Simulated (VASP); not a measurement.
All values below come from PBEsol GGA, VASP's PBE PAW potentials (set 64) (plane waves; VASP 6.6.1).

VASP ran on this input.

INCAR:
```
SYSTEM  =  Fe
PREC  =  Accurate; ENCUT  =  480; LREAL  =  .False.
LASPH  =  .True.
EDIFF  =  1E-7; NELM  =  100; ALGO  =  Normal
LMAXMIX  =  4
ISMEAR  =  1; SIGMA  =  0.1
GGA  =  PS
ISPIN  =  2; MAGMOM  =  2.1
ISIF  =  2
LWAVE  =  .False.; LCHARG  =  .False.; LORBIT  =  10
```

### POSCAR
```
Fe
1
   -1.3775826343     1.3914976104     1.3914976104
    1.3775826343    -1.3914976104     1.3914976104
    1.3775826343     1.3914976104    -1.3914976104
Fe
1
Direct
  0.0000000000   0.0000000000   0.0000000000
```

### KPOINTS
```
Automatic mesh
0
Gamma
16 16 16
0 0 0
```

POTCAR, in this order: Fe (PBE.64 set). Program: vasp_std.

Output

**OUTCAR**
```
 ion  position               nearest neighbor table
   1  0.000  0.000  0.000-
  LATTYP: Found a body centered tetragonal cell.
 ALAT       =     2.7829952208
 C/A-ratio  =     0.9900000000
 Subroutine PRICEL returns:
 Original cell was already a primitive cell.
 Subroutine GETGRP returns: Found 16 space group operations
The static configuration has the point symmetry D_4h.
The dynamic configuration has the point symmetry D_4h.
The overall configuration has the point symmetry D_4h.
 Subroutine INISYM returns: Found 16 space group operations
 Subroutine IBZKPT returns following result:
 Found    349 irreducible k-points:

 Following reciprocal coordinates:
            Coordinates               Weight
  0.000000  0.000000  0.000000      1.000000
  0.062500  0.000000  0.000000      4.000000
  0.125000  0.000000  0.000000      4.000000
  0.187500  0.000000  0.000000      4.000000
  0.250000  0.000000  0.000000      4.000000
  0.312500  0.000000  0.000000      4.000000
  0.375000  0.000000  0.000000      4.000000
  0.437500  0.000000  0.000000      4.000000
  0.500000  0.000000  0.000000      2.000000
  0.000000  0.062500  0.000000      8.000000
  0.062500  0.062500  0.000000     16.000000
  0.125000  0.062500  0.000000     16.000000
  0.187500  0.062500 -0.000000     16.000000
  0.250000  0.062500  0.000000     16.000000
  0.312500  0.062500  0.000000     16.000000
  0.375000  0.062500  0.000000     16.000000
  0.437500  0.062500  0.000000     16.000000
  0.000000  0.125000  0.000000      8.000000
  0.062500  0.125000  0.000000     16.000000
  0.125000  0.125000  0.000000     16.000000
  0.187500  0.125000  0.000000     16.000000
  0.250000  0.125000  0.000000     16.000000
  0.312500  0.125000  0.000000     16.000000
...
```

**OSZICAR**
```
       N       E                     dE             d eps       ncg     rms          rms(c)
DAV:   1     0.139097595273E+02    0.13910E+02   -0.39453E+03 13044   0.103E+03
DAV:   2    -0.984506721210E+01   -0.23755E+02   -0.22426E+02 12734   0.127E+02
DAV:   3    -0.101407483701E+02   -0.29568E+00   -0.29493E+00 14047   0.193E+01
DAV:   4    -0.101420552140E+02   -0.13068E-02   -0.13068E-02 13853   0.118E+00
DAV:   5    -0.101420663882E+02   -0.11174E-04   -0.11174E-04 13617   0.981E-02    0.128E+01
DAV:   6    -0.898522769111E+01    0.11568E+01   -0.13038E+01 13278   0.592E+01    0.493E+00
DAV:   7    -0.893208125579E+01    0.53146E-01   -0.62450E-01 13294   0.127E+01    0.315E+00
DAV:   8    -0.892322854468E+01    0.88527E-02   -0.58696E-03 15614   0.651E-01    0.144E+00
DAV:   9    -0.891469714155E+01    0.85314E-02   -0.55270E-03 15850   0.605E-01    0.361E-01
DAV:  10    -0.891465552215E+01    0.41619E-04   -0.79887E-04 14300   0.347E-01    0.111E-01
DAV:  11    -0.891464387604E+01    0.11646E-04   -0.12017E-04 13310   0.168E-01    0.251E-02
DAV:  12    -0.891464481872E+01   -0.94268E-06   -0.25243E-06 13021   0.235E-02    0.941E-03
DAV:  13    -0.891464557864E+01   -0.75992E-06   -0.85431E-07 13091   0.117E-02    0.449E-03
DAV:  14    -0.891464547784E+01    0.10080E-06   -0.90795E-08  6474   0.419E-03    0.942E-04
DAV:  15    -0.891464545355E+01    0.24288E-07   -0.53348E-09  6340   0.125E-03
   1 F= -.89146455E+01 E0= -.89144720E+01  d E =-.520413E-03  mag=     2.0727
```

### OUTCAR
```
------------------------ aborting loop because EDIFF is reached ----------------------------------------
  FORCE on cell =-STRESS in cart. coord.  units (eV):
  Direction    XX          YY          ZZ          XY          YZ          ZX
  --------------------------------------------------------------------------------------
  Total        0.2775987      0.1507250      0.1507250      0.0000000      0.0000000      0.0000000
  in kB       41.6855443     22.6335769     22.6335769      0.0000000      0.0000000      0.0000000
  external PRESSURE =      28.9842327 kB  Pullay stress =       0.0000000 kB
  volume of cell :       10.67
      direct lattice vectors                 reciprocal lattice vectors
    -1.377582634  1.391497610  1.391497610     0.000000000  0.359325087  0.359325087
     1.377582634 -1.391497610  1.391497610     0.362954633  0.000000000  0.359325087
     1.377582634  1.391497610 -1.391497610     0.362954633  0.359325087  0.000000000
 POSITION                                       TOTAL-FORCE (eV/Angst)
 -----------------------------------------------------------------------------------
      0.00000      0.00000      0.00000         0.000000      0.000000     -0.000000
 -----------------------------------------------------------------------------------
    total drift:                                0.000000     -0.000000      0.000000
  FREE ENERGIE OF THE ION-ELECTRON SYSTEM (eV)
  ---------------------------------------------------
  free  energy   TOTEN  =        -8.9146454536 eV

  energy  without entropy=       -8.9141250410  energy(sigma->0) =       -8.91447198

 total charge

# of ion       s       p       d       tot
------------------------------------------
    1        0.518   0.603   6.291   7.412

 magnetization (x)

# of ion       s       p       d       tot
------------------------------------------
    1       -0.012  -0.047   2.110   2.051
```
(Selected blocks of OUTCAR.)

OUTCAR:
```
 val. band max:        6.3737366494   @ k =   0.5000   0.5000   0.0625

 cond. band min:       6.3788121501   @ k =  -0.4375  -0.3750   0.2500


 Fermi energy:         6.3781513039

 spin component 1

 k-point     1 :       0.0000    0.0000    0.0000
  band No.  band energies     occupation
      1      -2.5654      1.00000
      2       3.8746      1.00000
      3       3.9370      1.00000
      4       3.9370      1.00000
      5       5.2712      1.00000
      6       5.3301      1.00000
      7      31.7921      0.00000
      8      31.7921      0.00000
      9      32.0357      0.00000

 k-point     2 :       0.0625    0.0000    0.0000
  band No.  band energies     occupation
      1      -2.3963      1.00000
      2       3.8718      1.00000
      3       3.8888      1.00000
      4       4.0324      1.00000
      5       5.2210      1.00000
      6       5.3323      1.00000
      7      30.7589      0.00000
      8      31.5983      0.00000
      9      31.9501      0.00000

 k-point     3 :       0.1250    0.0000    0.0000
  band No.  band energies     occupation
      1      -1.9033      1.00000
      2       3.7532      1.00000
      3       3.8456      1.00000
      4       4.3096      1.00000
      5       5.1124      1.00000
      6       5.3402      1.00000
      7      28.4420      0.00000
      8      30.8580      0.00000
      9      31.7402      0.00000

 k-point     4 :       0.1875    0.0000    0.0000
  band No.  band energies     occupation
      1      -1.1376      1.00000
      2       3.5547      1.00000
      3       3.7716      1.00000
      4       4.7413      1.00000
      5       5.0436      1.00000
      6       5.3567      1.00000
      7      25.6268      0.00000
      8      29.6137      0.00000
      9      31.4920      0.00000

 k-point     5 :       0.2500    0.0000    0.0000
  band No.  band energies     occupation
      1      -0.2235      1.00000
...
```

The compound is Fe in the bcc structure. This cell was strained or had an atom moved on purpose.
